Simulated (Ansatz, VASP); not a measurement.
# MgBe in two plane-wave programs

One calculation is typed for both programs; each brings its own data sets and cutoff. How far apart do they land? The cell is generated by rule, not measured, and may not be a known phase. The cell is taken from a series of VASP runs on this material, whose earlier steps may have relaxed, scaled or displaced it; both programs get it as it stands.

Calculated with Ansatz 0.2.0; plane waves, with VASP 6.6.1 beside it; single point at PBE.

**1. The starting structure**

Symmetry: P4mm, No. 99, tetragonal system. The conventional cell has a = 4.707 Å, b = 4.707 Å, c = 3.982 Å, α = 90.00°, β = 90.00°, γ = 90.00°. Nearest to Mg lie 4 Be at 2.53 to 2.57 Å. Nearest to Be lie 2 Be at 1.97 to 2.01 Å and 4 Mg at 2.57 Å. Nearest to Be lie 2 Be at 1.97 to 2.01 Å and 4 Mg at 2.53 Å. Farther neighbours are not listed.

Coordinates:

```cif
data_structure
_symmetry_space_group_name_H-M 'P 1'
_symmetry_Int_Tables_number 1
_cell_length_a 4.7074
_cell_length_b 4.7074
_cell_length_c 3.9818
_cell_angle_alpha 90.000
_cell_angle_beta 90.000
_cell_angle_gamma 90.000
_cell_volume 88.24
loop_
_atom_site_label
_atom_site_type_symbol
_atom_site_fract_x
_atom_site_fract_y
_atom_site_fract_z
_atom_site_occupancy
Mg1 Mg 0.50000 0.00000 0.53248 1
Mg2 Mg 0.00000 0.50000 0.53248 1
Be3 Be 0.50000 0.50000 0.79351 1
Be4 Be 0.50000 0.50000 0.29810 1
```

**2. Ansatz: single point, PBE**

Ansatz runs on its default PAW (the set named soft_2) files.

With cell and atoms fixed, the geometry can't cause a difference; cores, projectors, grids and the points listed under the comparison can.

File input.yaml:

```yaml
crystal:
  lattice:
    - [4.7074256194, 0.0, 0.0]
    - [0.0, 4.7074256194, 0.0]
    - [0.0, 0.0, 3.9817586113]
  atoms:
    - { symbol: Mg, position: [0.5, 0.0, 0.5324794743] }
    - { symbol: Mg, position: [0.0, 0.5, 0.5324794743] }
    - { symbol: Be, position: [0.5, 0.5, 0.7935117194] }
    - { symbol: Be, position: [0.5, 0.5, 0.2980987821] }
hamiltonian:
  xc: pbe
  pseudopotentials: { kind: paw }
kpoints:
  mp_grid: { grid: [4, 4, 5] }
scf:
  occupations: { method: fermi_dirac, width: 0.05 }
  n_extra_bands: 5
output:
  forces: true
  stress: true
  eigenvalues: true
```

Started as:

```sh
$ ansatz run input.yaml --threads 2 --pin off --max-ram 4608MiB --backend cpu --events-out ev --progress --plain --runs-dir out
```

Numbers of over 12 decimals in the logs are rounded to 6 here.

What it wrote:

```text
scf.n_extra_bands = 5 over 12 filled bands (N_el = 24.0): the run solves 17 bands
Engine: ansatz 0.2.0, aarch64-unknown-linux-gnu
Pseudopotentials: kind: paw
Pseudopotential: Mg, paw, valence charge 10, recommended cutoff 420 eV (normal), Mg.paw.azcp
Pseudopotential: Be, paw, valence charge 2, recommended cutoff 420 eV (normal), Be.paw.azcp
Functional definition: PBE
  parameter kappa = 0.804
  parameter beta = 0.066725
  exchange = pbe_x(kappa = kappa, mu = beta*pi^2/3)
  correlation = pbe_c(beta = beta)
Crystal: 4 atoms, lattice volume = 88.235 Å³
Basis set: ecut = 420 eV, 1709 PW (Γ), exchange–correlation on 64×64×54 points (8 copies of the dense FFT grid, shifted against one another)
Bands: 17, of which v1, the nominal top of the filled ones, is band 12 counted from 1 (11 counted from 0)
Symmetry: 8 space group operations
Space group: P4mm (ITA 99), of the structure as read, at distance tolerance 4.5e-5 Å
k-points: 18 of 80 (time reversal used)
Non-local potential: Mg, projectors of the file, l = 0: 3, l = 1: 2, l = 2: 1
Non-local potential: Be, projectors of the file, l = 0: 2, l = 1: 2, l = 2: 1
PAW form: soft (Blöchl's): semilocal exchange-correlation on the pseudo side does not see the compensation charge
PAW one-centre angular grid: Mg, 110 points (default); XC on 64 Gauss nodes
PAW one-centre angular grid: Be, 110 points (default); XC on 64 Gauss nodes
Initial density: superposition of atomic densities (neutral atoms: chi_scale 0, normalization atom), corrected by the library's trained network
Initial wavefunctions: pseudopotential atomic-orbital guess
Functional: x = pbe(κ = 0.804, μ = 0.219515), c = pbe(β = 0.066725)
SCF iter   1: F=—  HF=-4030.818246 eV  |F-HF|=—  |Δ(HF+E_count)|=         —  Δρ=5.33e-3  dr2=6.74e-2  ethr=1.77e-3  ⟨swp⟩=6.1  Hψ=1569  notcnv=0
preconditioner: auto → LDOS  [metal: Δε(μ)=0.106 eV  Ē_g=5.832 eV  σ=0.050 eV  W_gap=0.45  n_scr=18 (ndim 8)  ℏωp=11.2 eV  f_vac=0.015  D(μ)=2.00/eV (n_scr^D=10)  β→1.0]
SCF iter   2: F=—  HF=-4030.801394 eV  |F-HF|=—  |Δ(HF+E_count)|=   1.69e-2  Δρ=2.16e-3  dr2=6.64e-3  ethr=2.81e-4  ⟨swp⟩=2.1  Hψ=575  notcnv=0  defer=6
SCF iter   3: F=—  HF=-4030.800273 eV  |F-HF|=—  |Δ(HF+E_count)|=   1.12e-3  Δρ=5.01e-4  dr2=4.19e-4  ethr=2.77e-5  ⟨swp⟩=2.0  Hψ=413  notcnv=0  defer=6
SCF iter   4: F=—  HF=-4030.800204 eV  |F-HF|=—  |Δ(HF+E_count)|=   6.91e-5  Δρ=8.51e-5  dr2=1.10e-5  ethr=1.74e-6  ⟨swp⟩=2.0  Hψ=365  notcnv=0  defer=6
SCF iter   5: F=—  HF=-4030.800346 eV  |F-HF|=—  |Δ(HF+E_count)|=   1.42e-4  Δρ=2.38e-5  dr2=5.72e-7  ethr=4.56e-8  ⟨swp⟩=2.2  Hψ=410  notcnv=0  defer=6
SCF iter   6: F=-4030.800347 eV  HF=-4030.800347 eV  |F-HF|=1.27e-9  |Δ(HF+E_count)|=   2.55e-7  Δρ=7.30e-6  dr2=4.74e-8  ethr=4.17e-10  ⟨swp⟩=7.0  Hψ=1277  notcnv=0
SCF 1 converged in 6 iterations: F = -4030.800347 eV  dr2 = 4.74e-8
  greatest PAW one-centre occupation: 1.000 electrons in one spin orbital (limit 2), on the Mg atom at site 1 (counted from 0), in its partial waves of l = 0
SCF converged after 6 iterations
Free energy (F): -4030.800347 eV
Harris-Foulkes:  -4030.800347 eV  (|F-HF|=1.27e-9)
Internal energy: -4030.784343 eV  (E = F + TS)
E sigma→0 (E₀):  -4030.792345 eV
Entropy (-TS):   -0.016004 eV (-4.001 meV/atom)
Fermi energy:    3.131664 eV
--- Per-component energies (eV) ---
  E_band       = -763.202512
  E_kinetic    = 186.402111
  E_local      = -3708.715450  (includes V_loc(G=0)·N_el)
  E_nonlocal   = 201.731657
  E_hartree    = 1363.975413
  E_xc         = -93.171608
  E_vxc        = -110.642552  (∫ρ·V_xc dr)
  E_paw        = -704.505456  (= ΣΔE_a)
  E_vpaw       = -59.921756  (= ΣTr[D̂ρ^β])
  E_aug_tail   = -0.000009  (compensation charges beyond the density's cutoff)
  E_ewald      = -1276.501001
  E_smearing   = -0.016004  (= −TS)
  E_closure    = -0.000000  (closes the sum)
  Σ components = -4030.800347   (vs F -4030.800347, Δ=0.00e0)
--- Forces (eV/Å), atoms counted from 1 ---
  atom   1  Mg     0.00000000     0.00000000    -0.00048389
  atom   2  Mg     0.00000000     0.00000000    -0.00048389
  atom   3  Be     0.00000000     0.00000000     0.10423000
  atom   4  Be    -0.00000000     0.00000000    -0.10324818
  max |Σ_I F_I| component: 1.40e-5 eV/Å
--- Stress (GPa, compression-positive) ---
       -0.259334       0.000000      -0.000000
        0.000000      -0.259334       0.000000
       -0.000000       0.000000       0.538092
  P = ⅓ Tr σ = 0.0065 GPa (0.065 kbar)
--- Band table (eV; the first three rows and the last of 18) ---
  k-point 0: bands = [... 8 lower, -3.4898, 1.8619, 1.8619, 2.7236, 3.9227, 4.6170, 5.9729, 9.2142, ... 1 higher]
  k-point 1: bands = [... 8 lower, -3.1988, 1.5006, 2.1856, 2.1856, 4.0830, 4.9942, 6.7939, 7.6603, ... 1 higher]
  k-point 2: bands = [... 8 lower, -2.4566, -0.1746, 3.0363, 3.0363, 4.5901, 5.5402, 5.5402, 6.1083, ... 1 higher]
  k-point 17: bands = [... 8 lower, -1.0266, 1.0388, 1.1402, 1.1402, 3.2734, 3.4363, 3.4363, 6.3543, ... 1 higher]
```

The job ended after 2 s (2 threads of Arm Neoverse N1, shared host; peak memory 0.32 GiB).

Reading the cycles: dr2 is the Hartree energy of the density residual (eV), the measure of convergence; HF is the Harris–Foulkes estimate of the energy, which meets the free energy F at convergence.

The run ends at a pressure of 0.01 GPa, with forces up to 0.10 eV/Å.

**3. VASP: single point, PBE**

The same cell, functional, mesh and smearing now go to VASP, with its own data sets and cutoff.

Lines of VASP's logs that name or quote its potential files are left out, and so is its time.

File INCAR:

```
SYSTEM = MgBe
PREC = Accurate
ENCUT = 400
EDIFF = 1E-06
NELM = 100
ISMEAR = -1
SIGMA = 0.05
LREAL = .FALSE.
ALGO = Normal
GGA = PE
NBANDS = 10
LORBIT = 11
LWAVE = .FALSE.
LCHARG = .TRUE.
ISIF = 2
LELF = .TRUE.
LVHAR = .TRUE.
```

File POSCAR:

```
MgBe
1.0
    4.7074256194      0.0000000000      0.0000000000
    0.0000000000      4.7074256194      0.0000000000
    0.0000000000      0.0000000000      3.9817586113
Mg Be
2 2
Direct
    0.5000000000      0.0000000000      0.5324794743
    0.0000000000      0.5000000000      0.5324794743
    0.5000000000      0.5000000000      0.7935117194
    0.5000000000      0.5000000000      0.2980987821
```

File KPOINTS:

```
Automatic mesh
0
Gamma
4 4 5
0 0 0
```

PAW data sets: Mg and Be (PBE family, release 64).

Started as:

```sh
$ mpirun -np 2 vasp_std
```

What it wrote:

```text
[banner, memory and clock lines left out]
running    2 mpi-ranks, on    1 nodes
 distrk:  each k-point on    2 cores,    1 groups
 distr:  one band on    1 cores,    2 groups

 POSCAR found type information on POSCAR MgBe
 POSCAR found :  2 types and       4 ions
 LDA part: xc-table for (Slater+PW92), standard interpolation
 POSCAR, INCAR and KPOINTS ok, starting setup
 FFT: planning ... GRIDC
 FFT: planning ... GRID_SOFT
 FFT: planning ... GRID
 WAVECAR not read
 entering main loop
       N       E                     dE             d eps       ncg     rms          rms(c)
DAV:   1     0.465950883304E+01    0.46595E+01   -0.23246E+03   360   0.471E+02
DAV:   2    -0.101347649553E+02   -0.14794E+02   -0.13959E+02   488   0.649E+01
DAV:   3    -0.108335714300E+02   -0.69881E+00   -0.68947E+00   460   0.146E+01
DAV:   4    -0.108406492384E+02   -0.70778E-02   -0.70760E-02   450   0.165E+00
DAV:   5    -0.108407179189E+02   -0.68680E-04   -0.68680E-04   496   0.162E-01    0.499E+00
DAV:   6    -0.846046558952E+01    0.23803E+01   -0.51555E+00   368   0.843E+00    0.185E+00
DAV:   7    -0.820330004579E+01    0.25717E+00   -0.15669E+00   424   0.487E+00    0.540E-01
DAV:   8    -0.820483228916E+01   -0.15322E-02   -0.81643E-02   402   0.144E+00    0.308E-01
DAV:   9    -0.820433720687E+01    0.49508E-03   -0.64653E-03   392   0.550E-01    0.552E-02
DAV:  10    -0.820420661700E+01    0.13059E-03   -0.80892E-04   404   0.130E-01    0.207E-02
DAV:  11    -0.820423426234E+01   -0.27645E-04   -0.47791E-05   422   0.386E-02    0.823E-03
DAV:  12    -0.820424134903E+01   -0.70867E-05   -0.59198E-06   420   0.129E-02    0.261E-03
DAV:  13    -0.820424222727E+01   -0.87824E-06   -0.15275E-06   386   0.527E-03
   1 F= -.82042422E+01 E0= -.81961278E+01  d E =-.162288E-01
```

From OUTCAR (step 3):

```text
ion  position               nearest neighbor table
   1  0.500  0.000  0.532-   4 2.53   4 2.53   3 2.57   3 2.57   2 3.33   2 3.33   2 3.33   2 3.33

  LATTYP: Found a simple tetragonal cell.
 ALAT       =     4.7074256194
 C/A-ratio  =     0.8458463146

 Subroutine GETGRP returns: Found  8 space group operations
 (whereof  8 operations were pure point group operations)

The static configuration has the point symmetry C_4v.

 Found     18 irreducible k-points:

   k-points           NKPTS =     18   k-points in BZ     NKDIM =     18   number of bands    NBANDS=     10

   dimension x,y,z NGX =    32 NGY =   32 NGZ =   28
   dimension x,y,z NGXF=    64 NGYF=   64 NGZF=   56

   ENCUT  =  400.0 eV  29.40 Ry    5.42 a.u.   7.68  7.68  6.49*2*pi/ulx,y,z

   NELECT =       8.0000    total number of electrons

 k-points in reciprocal lattice and weights: Automatic mesh
   0.00000000  0.00000000  0.00000000       0.013
   0.25000000  0.00000000  0.00000000       0.050
   0.50000000  0.00000000  0.00000000       0.025
   0.25000000  0.25000000  0.00000000       0.050
   0.50000000  0.25000000  0.00000000       0.050
   0.50000000  0.50000000  0.00000000       0.013
   0.00000000  0.00000000  0.20000000       0.025
   0.25000000  0.00000000  0.20000000       0.100
   0.50000000  0.00000000  0.20000000       0.050
[...]
0.50000000  0.25000000  0.40000000       0.100
   0.50000000  0.50000000  0.40000000       0.025

 average (electrostatic) potential at core
       1 -40.4690       2 -40.4690       3 -37.6063       4 -37.5315

 E-fermi :   1.3640

 k-point     1 :       0.0000    0.0000    0.0000
  band No.  band energies     occupation
      1      -5.2603      2.00000
      2       0.0884      2.00000
      3       0.0884      2.00000
      4       0.9643      1.99933
      5       2.1552      0.00000
      6       2.8448      0.00000
      7       4.2042      0.00000
      8       7.4453      0.00000
      9       7.4453      0.00000
    ...

 k-point     2 :       0.2500    0.0000    0.0000
  band No.  band energies     occupation
      1      -4.9422      2.00000
      2      -1.5006      2.00000
      3       0.2830      2.00000
      4       1.0965      1.99056
      5       2.7664      0.00000
      6       4.4848      0.00000
      7       4.5100      0.00000
      8       5.2232      0.00000
      9       6.2719      0.00000
    ...

 k-point     3 :       0.5000    0.0000    0.0000
  band No.  band energies     occupation
      1      -4.4124      2.00000
      2      -2.6999      2.00000
      3       0.5258      2.00000
      4       1.1993      1.92848
      5       3.5862      0.00000
      6       4.1423      0.00000
      7       4.2268      0.00000
      8       5.1860      0.00000
      9       5.6112      0.00000
    ...

  Total       -0.1731285     -0.1731285      0.3298311      0.0000000      0.0000000      0.0000000
  in kB       -3.1436724     -3.1436724      5.9890820      0.0000000      0.0000000      0.0000000
  external PRESSURE =      -0.0994209 kB  Pullay stress =       0.0000000 kB

  energy-cutoff  :      400.00
  volume of cell :       88.24
      direct lattice vectors                 reciprocal lattice vectors
     4.707425619  0.000000000  0.000000000     0.212430335  0.000000000  0.000000000
     0.000000000  4.707425619  0.000000000     0.000000000  0.212430335  0.000000000
     0.000000000  0.000000000  3.981758611     0.000000000  0.000000000  0.251145310

 POSITION                                       TOTAL-FORCE (eV/Angst)
 -----------------------------------------------------------------------------------
      2.35371      0.00000      2.12020        -0.000000      0.000000     -0.000475
      0.00000      2.35371      2.12020         0.000000     -0.000000     -0.000475
      2.35371      2.35371      3.15957         0.000000     -0.000000      0.106669
      2.35371      2.35371      1.18696         0.000000      0.000000     -0.105720
 -----------------------------------------------------------------------------------
    total drift:                                0.000000     -0.000000     -0.000042

  FREE ENERGIE OF THE ION-ELECTRON SYSTEM (eV)
  ---------------------------------------------------
  free  energy   TOTEN  =        -8.2042422273 eV

  energy  without entropy=       -8.1880134003  energy(sigma->0) =       -8.19612781

 total charge
# of ion       s       p       d       tot
------------------------------------------
    1        0.215   0.118   0.013   0.346
    2        0.215   0.118   0.013   0.346
    3        0.457   0.628   0.000   1.085
    4        0.462   0.650   0.000   1.112
--------------------------------------------------
tot          1.349   1.514   0.026   2.889

[... 3 further parts left out ...]
```

The run ends at a pressure of -0.01 GPa, with forces up to 0.11 eV/Å.

**4. Differences**

Known differences besides the potentials themselves: the data sets hold 24 valence electrons in Ansatz (default PAW (the set named soft_2) files) and 8 in VASP; the cutoff is 420 eV in Ansatz and 400 eV in VASP; VASP leaves aspherical gradient terms in its spheres out (LASPH is not set), Ansatz keeps them. Total energies have different zeros and are not compared.

The two programs side by side:

| quantity | Ansatz | VASP | difference |
| --- | --- | --- | --- |
| pressure (GPa) | 0.01 | -0.01 | +0.02 |

Forces (eV/Å; atoms numbered as in POSCAR):

| atom | Ansatz x, y, z | VASP x, y, z |
| --- | --- | --- |
| Mg1 | 0.000, 0.000, 0.000 | 0.000, 0.000, 0.000 |
| Mg2 | 0.000, 0.000, 0.000 | 0.000, 0.000, 0.000 |
| Be3 | 0.000, 0.000, 0.104 | 0.000, 0.000, 0.107 |
| Be4 | 0.000, 0.000, -0.103 | 0.000, 0.000, -0.106 |

The forces differ by 1.0 meV/Å r.m.s., which is 2.3 % of the r.m.s. force of 0.04 eV/Å (both taken over all components). Ansatz's pressure holds a Pulay correction of 0.01 GPa; VASP's holds none.

**5. What came out**

| Property | Result |
| --- | --- |
| r.m.s. force difference (single point, PBE) | 1 meV/Å |

In words: The r.m.s. force difference is 1 meV/Å (single point, PBE), within the 12 meV/Å picked in this series as the mark of a large difference. Such differences can come from data sets, numerical settings and the points named under the comparisons, not from the functional's error against experiment.

[Lines on the potential files, build, host, timing and source positions are cut from VASP's logs without a mark.]

[Logs are printed without paths, hosts, clocks, repeated set-up lines and the standing remarks that a program may print on its own settings, such as how far it seeks lower states.]

[Hosts, paths, dates, database ids (printed as entryN), source tags and the programs' standing remarks are cut or masked in the printed files.]
